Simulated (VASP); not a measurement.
Si3Ge:

```
Si Ge
1.0
     2.71500    0.00000    0.00000
    -1.35750    2.35126    0.00000
     0.00000    0.00000   10.11061
Si Ge
3 1
Direct
  0.00000 0.00000 0.50000
  0.00000 0.00000 0.74356
  0.00000 0.00000 0.25644
  0.00000 0.00000 0.00000
```

The cell was built by a generator and needn't be a form met in nature.

```yaml
Program: VASP 6.6.1
Task: relaxation of cell and atoms
Functional: RPBE
Potentials_or_basis: VASP PAW PBE potentials, release 64 (Si, Ge_d)
Cutoff: 600 eV
k_mesh: 11 × 11 × 3
Occupations: gaussian, width 0.05 eV
Spin: no spin polarisation
```

At the start: pressure 1.7 GPa; volume 16.14 Å³/atom.

Question: Where does the relaxation end?

Answer: Over 10 steps the energy falls by 4.9 meV/atom and the volume is 16.42 Å³/atom (+1.8 %); space group P6/mmm (No. 191, to 0.05 Å).

Step by step:
```
step  energy change (eV)  largest force (eV/Å)  pressure (GPa)  volume (Å³)
   1              0.0000                0.0003            1.69        64.54
   2             -0.0140                0.0169           -0.51        66.13
   3             -0.0195                0.0359            0.10        65.54
   4             -0.0195                0.0360            0.20        65.52
   5             -0.0197                0.0259           -0.04        65.69
   6             -0.0197                0.0250           -0.10        65.71
   7             -0.0197                0.0256           -0.02        65.69
   8             -0.0197                0.0253           -0.03        65.70
   9             -0.0197                0.0151           -0.02        65.69
  10             -0.0198                0.0034           -0.01        65.69
```

Final structure:
```cif
data_structure
_symmetry_space_group_name_H-M 'P 1'
_symmetry_Int_Tables_number 1
_cell_length_a 2.7146
_cell_length_b 2.7146
_cell_length_c 10.2928
_cell_angle_alpha 90.000
_cell_angle_beta 90.000
_cell_angle_gamma 120.000
_cell_volume 65.69
loop_
_atom_site_label
_atom_site_type_symbol
_atom_site_fract_x
_atom_site_fract_y
_atom_site_fract_z
_atom_site_occupancy
Si1 Si 0.00000 0.00000 0.50000 1
Si2 Si 0.00000 0.00000 0.74311 1
Si3 Si 0.00000 0.00000 0.25689 1
Ge1 Ge 0.00000 0.00000 0.00000 1
```

Caveat: the PAW data sets were made with another functional, which shifts forces and pressure a little.
